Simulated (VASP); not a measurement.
Energy against volume of Pb (fcc). Level of theory: vdW-DF-cx, VASP's PBE PAW potentials (set 64) (plane waves; VASP). Settings: 520 eV cut-off, 13×13×13 Γ-centred mesh, first-order Methfessel-Paxton smearing of 0.10 eV, potentials Pb_d.

```json
[
 {"V (Å³/atom)": "28.233", "E (eV/atom)": "-0.52355"},
 {"V (Å³/atom)": "29.134", "E (eV/atom)": "-0.53846"},
 {"V (Å³/atom)": "30.035", "E (eV/atom)": "-0.54379"},
 {"V (Å³/atom)": "30.936", "E (eV/atom)": "-0.54081"}
]
```

### Question
Fit these four points and predict the energy of the run at 31.837 Å³/atom.

### Answer
A cubic in V^(−2/3), the third-order Birch-Murnaghan form, passes through the four points with V0 = 30.14 Å³/atom and B0 = 49 GPa, and gives -0.5306 eV/atom there. The run gave -0.5311 eV/atom, -0.5 meV/atom from the fit; all five points give B0 = 47 GPa.

The compound is Pb in the fcc structure. It was relaxed first.
